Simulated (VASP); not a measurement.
Calculation: PBE GGA with D4 dispersion, VASP's PBE PAW potentials (set 64) (plane waves; VASP).

VASP ran on this input.

### INCAR
```
ALGO  =  Normal
EDIFF  =  1E-7
EDIFFG  =  -0.01
ENCUT  =  520
GGA  =  PE
IBRION  =  2
ISIF  =  4
ISMEAR  =  1
IVDW  =  13
LASPH  =  .TRUE.
LCHARG  =  .FALSE.
LREAL  =  .FALSE.
LWAVE  =  .FALSE.
NELM  =  100
NSW  =  30
PREC  =  Accurate
SIGMA  =  0.1
SYSTEM  =  Be
```

File POSCAR:
```
Be
1
    1.1482836672    -1.9888854838     0.0000000000
    1.1482836672     1.9888854838     0.0000000000
    0.0000000000     0.0000000000     3.6071521709
Be
2
Direct
  0.3333330000   0.6666670000   0.2500000000
  0.6666670000   0.3333330000   0.7500000000
```

### KPOINTS
```
Automatic mesh
0
Gamma
18 18 10
0 0 0
```

POTCAR, in this order: Be (PBE.64 set). Program: vasp_std.

Output

**OSZICAR**
```
       N       E                     dE             d eps       ncg     rms          rms(c)
DAV:   1    -0.283276125038E+01   -0.28328E+01   -0.17514E+03  2682   0.541E+02
DAV:   2    -0.754306878473E+01   -0.47103E+01   -0.44570E+01  4008   0.603E+01
DAV:   3    -0.757787637642E+01   -0.34808E-01   -0.34759E-01  3534   0.461E+00
DAV:   4    -0.757793172295E+01   -0.55347E-04   -0.55344E-04  3888   0.141E-01
DAV:   5    -0.757793173828E+01   -0.15326E-07   -0.15160E-07  3456   0.171E-03    0.117E+00
DAV:   6    -0.753708912980E+01    0.40843E-01   -0.50903E-03  3102   0.102E+00    0.717E-01
DAV:   7    -0.752021543740E+01    0.16874E-01   -0.58132E-03  3078   0.107E+00    0.249E-02
DAV:   8    -0.752019486277E+01    0.20575E-04   -0.12799E-05  3936   0.442E-02    0.856E-03
DAV:   9    -0.752019419889E+01    0.66388E-06   -0.24526E-06  3384   0.198E-02    0.903E-04
DAV:  10    -0.752019400603E+01    0.19286E-06   -0.71305E-09  2994   0.102E-03    0.263E-04
DAV:  11    -0.752019387340E+01    0.13263E-06   -0.32244E-09  1740   0.729E-04    0.635E-06
DAV:  12    -0.752019386920E+01    0.41935E-08   -0.15474E-10  1794   0.162E-04
   1 F= -.77382531E+01 E0= -.77382039E+01  d E =-.773825E+01
       N       E                     dE             d eps       ncg     rms          rms(c)
DAV:   1    -0.752049117902E+01   -0.29731E-03   -0.27997E-03  3378   0.349E-01    0.203E-02
DAV:   2    -0.752048841956E+01    0.27595E-05   -0.13026E-05  3252   0.334E-02    0.124E-02
DAV:   3    -0.752048593024E+01    0.24893E-05   -0.13725E-06  3636   0.720E-03    0.175E-04
DAV:   4    -0.752048593010E+01    0.14001E-09   -0.11722E-08  2382   0.107E-03
   2 F= -.77385432E+01 E0= -.77384925E+01  d E =-.290050E-03
```

**OUTCAR**
```
------------------------ aborting loop because EDIFF is reached ----------------------------------------
  Edisp (eV):   -0.21806
  FORCE on cell =-STRESS in cart. coord.  units (eV):
  Direction    XX          YY          ZZ          XY          YZ          ZX
  --------------------------------------------------------------------------------------
  Total      -0.69850    -0.69850    -0.67290     0.00000     0.00000    -0.00000
  in kB     -67.92445   -67.92443   -65.43428     0.00000     0.00000    -0.00000
  external pressure =      -67.09 kB  Pullay stress =        0.00 kB
  volume of cell :       16.48
      direct lattice vectors                 reciprocal lattice vectors
     1.146654302 -1.986063346  0.000000000     0.436051214 -0.251754306  0.000000000
     1.146654302  1.986063346  0.000000000     0.436051214  0.251754306  0.000000000
     0.000000000  0.000000000  3.617410780    -0.000000000  0.000000000  0.276440819
 POSITION                                       TOTAL-FORCE (eV/Angst)
 -----------------------------------------------------------------------------------
      1.14665      0.66202      0.90435        -0.000000      0.000000      0.000000
      1.14665     -0.66202      2.71306         0.000000     -0.000000      0.000000
 -----------------------------------------------------------------------------------
    total drift:                               -0.000000     -0.000003      0.000005
  FREE ENERGIE OF THE ION-ELECTRON SYSTEM (eV)
  ---------------------------------------------------
  free  energy   TOTEN  =        -7.7385431869 eV

  energy  without entropy=       -7.7383912096  energy(sigma->0) =       -7.73849253

 reached required accuracy - stopping structural energy minimisation
```
(Selected blocks of OUTCAR.)

CONTCAR:
```
Be
   1.00000000000000
     1.1466543016519388   -1.9860633462049937    0.0000000000000000
     1.1466543016519388    1.9860633462049937    0.0000000000000000
     0.0000000000000000    0.0000000000000000    3.6174107796399917
  Be
     2
Direct
     0.3333330000000032    0.6666669999999968    0.2500000000000000
     0.6666669999999968    0.3333330000000032    0.7500000000000000
```

The compound is Be in the hcp structure. This cell is one point of a volume scan, at 1.06 of the reference volume. Symmetry was kept, so distortions that lower it aren't found.
